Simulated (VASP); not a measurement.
These are PBE GGA, VASP's PBE PAW potentials (set 64) (plane waves; VASP) values and carry that method's errors.

A VASP calculation is set up with these files.

POSCAR:
```
Lu2Te3
1
    4.8209960000     0.0000000000     0.0000000000
   -2.4104980000     4.1751050000     0.0000000000
    0.0000000000     0.0000000000     7.5118410000
Lu Te
2 3
Direct
  0.3275600000   0.6726080000   0.2497630000
  0.6794600000   0.3400900000   0.7463190000
  0.0088880000   0.0122180000  -0.0001060000
  0.3288900000   0.6554690000   0.6545170000
  0.6552020000   0.3196150000   0.3495070000
```

### KPOINTS
```
Automatic mesh
0
Gamma
3 3 2
0 0 0
```

INCAR:
```
SYSTEM  =  Lu2Te3
LCHARG  =  .False.
NELM  =  100   ! most electronic steps
LWAVE  =  .False.
PREC  =  Accurate
ALGO  =  Normal   ! blocked Davidson
ENCUT  =  300   ! plane-wave cut-off (eV)
SIGMA  =  0.05   ! width (eV)
LASPH  =  .True.
ISIF  =  2   ! forces and stress, cell fixed
GGA  =  PE   ! PBE
EDIFF  =  1E-6   ! SCF stop (eV)
LMAXMIX  =  6   ! l cut-off of mixed one-centre charges
LREAL  =  .False.   ! projection in real space or not
ISMEAR  =  -1   ! Fermi-Dirac
```

POTCAR, in this order: Lu_3 Te (PBE.64 set). Program: vasp_std.

The resulting files:

**OSZICAR**
```
       N       E                     dE             d eps       ncg     rms          rms(c)
DAV:   1     0.140789815150E+03    0.14079E+03   -0.11735E+04   880   0.119E+03
DAV:   2    -0.740216949549E+01   -0.14819E+03   -0.14478E+03   800   0.498E+02
DAV:   3    -0.231686171035E+02   -0.15766E+02   -0.15314E+02   816   0.772E+01
DAV:   4    -0.238782795838E+02   -0.70966E+00   -0.70839E+00   864   0.214E+01
DAV:   5    -0.239033550729E+02   -0.25075E-01   -0.25014E-01   740   0.264E+00    0.281E+01
DAV:   6    -0.233680273640E+02    0.53533E+00   -0.14976E+00   816   0.142E+01    0.178E+01
DAV:   7    -0.233922492969E+02   -0.24222E-01   -0.10906E+00   856   0.122E+01    0.129E+00
DAV:   8    -0.233555798490E+02    0.36669E-01   -0.31597E-01   800   0.644E+00    0.853E-01
DAV:   9    -0.233566317552E+02   -0.10519E-02   -0.11461E-02   800   0.961E-01    0.284E-01
DAV:  10    -0.233568120841E+02   -0.18033E-03   -0.99323E-04   848   0.434E-01    0.105E-01
DAV:  11    -0.233569724516E+02   -0.16037E-03   -0.15560E-04   636   0.856E-02    0.287E-02
DAV:  12    -0.233570160741E+02   -0.43622E-04   -0.59892E-05   712   0.553E-02    0.246E-02
DAV:  13    -0.233570242552E+02   -0.81812E-05   -0.12475E-05   656   0.342E-02    0.694E-03
DAV:  14    -0.233570249618E+02   -0.70655E-06   -0.15812E-06   440   0.203E-02
   1 F= -.23357025E+02 E0= -.23356648E+02  d E =-.752980E-03
```

### OUTCAR
```
------------------------ aborting loop because EDIFF is reached ----------------------------------------
  FORCE on cell =-STRESS in cart. coord.  units (eV):
  Direction    XX          YY          ZZ          XY          YZ          ZX
  --------------------------------------------------------------------------------------
  Total        4.6231140      4.8396691      5.2813340      0.5434258      0.0884782     -0.3253397
  in kB       48.9885548     51.2832679     55.9633435      5.7583794      0.9375539     -3.4474432
  external PRESSURE =      52.0783887 kB  Pullay stress =       0.0000000 kB
  volume of cell :      151.20
      direct lattice vectors                 reciprocal lattice vectors
     4.820996000  0.000000000  0.000000000     0.207426017  0.119757467  0.000000000
    -2.410498000  4.175105000  0.000000000     0.000000000  0.239514934  0.000000000
     0.000000000  0.000000000  7.511841000     0.000000000  0.000000000  0.133123158
 POSITION                                       TOTAL-FORCE (eV/Angst)
 -----------------------------------------------------------------------------------
     -0.04215      2.80821      1.87618         0.108981     -0.589795     -0.805539
      2.45589      1.41991      5.60623        -0.333018     -0.494115      1.004296
      0.01340      0.05101      7.51104        -0.026564     -0.146520      0.012136
      0.00557      2.73665      4.91663         0.305631      0.559211     -0.385988
      2.38829      1.33443      2.62544        -0.055030      0.671219      0.175095
 -----------------------------------------------------------------------------------
    total drift:                                0.000027      0.000078     -0.000103
  FREE ENERGIE OF THE ION-ELECTRON SYSTEM (eV)
  ---------------------------------------------------
  free  energy   TOTEN  =       -23.3570249618 eV

  energy  without entropy=      -23.3562719817  energy(sigma->0) =      -23.35664847
```
(Selected blocks of OUTCAR.)

At this cut-off the stress carries a Pulay error, which pulls relaxed volumes low.

The structure was generated: Lu2Te3 was put into an ordered model structure, which need not be its known phase. The cell was not relaxed at this level, atoms are displaced from their ideal sites. The k-mesh is coarse (spacing up to 0.50 per Å, 2π included), so the numbers may not be converged in it.
